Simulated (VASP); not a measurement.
OSZICAR of a VASP run on Ti (hcp):

OSZICAR:
```
       N       E                     dE             d eps       ncg     rms          rms(c)
DAV:   1     0.245706262379E+03    0.24571E+03   -0.13728E+04  4320   0.192E+03
DAV:   2     0.929247410197E+01   -0.23641E+03   -0.23504E+03  4448   0.495E+02
DAV:   3    -0.177467127290E+02   -0.27039E+02   -0.26784E+02  8440   0.136E+02
DAV:   4    -0.186954261298E+02   -0.94871E+00   -0.94870E+00  4432   0.274E+01
DAV:   5    -0.187448526831E+02   -0.49427E-01   -0.49426E-01  6968   0.430E+00    0.134E+01
DAV:   6    -0.170388033646E+02    0.17060E+01   -0.59757E+00  5344   0.294E+01    0.386E+00
DAV:   7    -0.170230709420E+02    0.15732E-01   -0.77730E-01  6416   0.752E+00    0.209E+00
DAV:   8    -0.170576427354E+02   -0.34572E-01   -0.25117E-01  4960   0.685E+00    0.735E-01
DAV:   9    -0.170487998976E+02    0.88428E-02   -0.47981E-02  5040   0.286E+00    0.105E-01
DAV:  10    -0.170492803171E+02   -0.48042E-03   -0.31643E-03  6456   0.448E-01    0.837E-02
DAV:  11    -0.170492618482E+02    0.18469E-04   -0.21869E-04  6040   0.148E-01    0.301E-02
DAV:  12    -0.170492509097E+02    0.10938E-04   -0.34417E-05  5680   0.631E-02    0.383E-03
DAV:  13    -0.170492511717E+02   -0.26196E-06   -0.14799E-06  5480   0.127E-02    0.253E-03
DAV:  14    -0.170492514351E+02   -0.26340E-06   -0.67652E-07  4688   0.800E-03    0.196E-03
DAV:  15    -0.170492513994E+02    0.35736E-07   -0.11604E-07  3384   0.341E-03
   1 F= -.17049251E+02 E0= -.17049634E+02  d E =-.170493E+02
       N       E                     dE             d eps       ncg     rms          rms(c)
DAV:   1    -0.170502173596E+02   -0.96592E-03   -0.50151E-02  4512   0.322E+00    0.207E-01
DAV:   2    -0.170496519394E+02    0.56542E-03   -0.28039E-03  4320   0.681E-01    0.108E-01
DAV:   3    -0.170494000822E+02    0.25186E-03   -0.89954E-04  6424   0.322E-01    0.127E-02
DAV:   4    -0.170494002354E+02   -0.15320E-06   -0.70781E-05  4920   0.124E-01    0.642E-03
DAV:   5    -0.170493995908E+02    0.64464E-06   -0.22990E-06  6560   0.167E-02    0.833E-04
DAV:   6    -0.170493995903E+02    0.45156E-09   -0.31900E-08  2784   0.227E-03
   2 F= -.17049400E+02 E0= -.17049779E+02  d E =-.148191E-03
       N       E                     dE             d eps       ncg     rms          rms(c)
DAV:   1    -0.170496541388E+02   -0.25455E-03   -0.14081E-02  4512   0.171E+00    0.110E-01
DAV:   2    -0.170494957563E+02    0.15838E-03   -0.78613E-04  4320   0.361E-01    0.572E-02
DAV:   3    -0.170494251887E+02    0.70568E-04   -0.25247E-04  6424   0.171E-01    0.672E-03
DAV:   4    -0.170494252487E+02   -0.59914E-07   -0.19992E-05  4936   0.661E-02    0.339E-03
DAV:   5    -0.170494250841E+02    0.16456E-06   -0.63369E-07  5488   0.887E-03    0.440E-04
DAV:   6    -0.170494250856E+02   -0.15139E-08   -0.16852E-08  2504   0.167E-03
   3 F= -.17049425E+02 E0= -.17049800E+02  d E =-.173686E-03
```

Q: Which electronic solver shows in the log?

A: It is blocked Davidson (ALGO = Normal, or the opening steps of other solvers). The INCAR had ALGO = Normal.

Q: Can the final energy be trusted as converged?

A: The run converged. It stopped with EDIFF = 1E-7, NELM = 100, NSW = 30 and EDIFFG = -0.01 after 3 ionic steps (LDA (Ceperley-Alder, Perdew-Zunger), plane waves, VASP's LDA PAW potentials (set 64)).

The compound is Ti in the hcp structure. This cell is one point of a volume scan, at 0.94 of the reference volume. Symmetry was kept, so distortions that lower it aren't found.
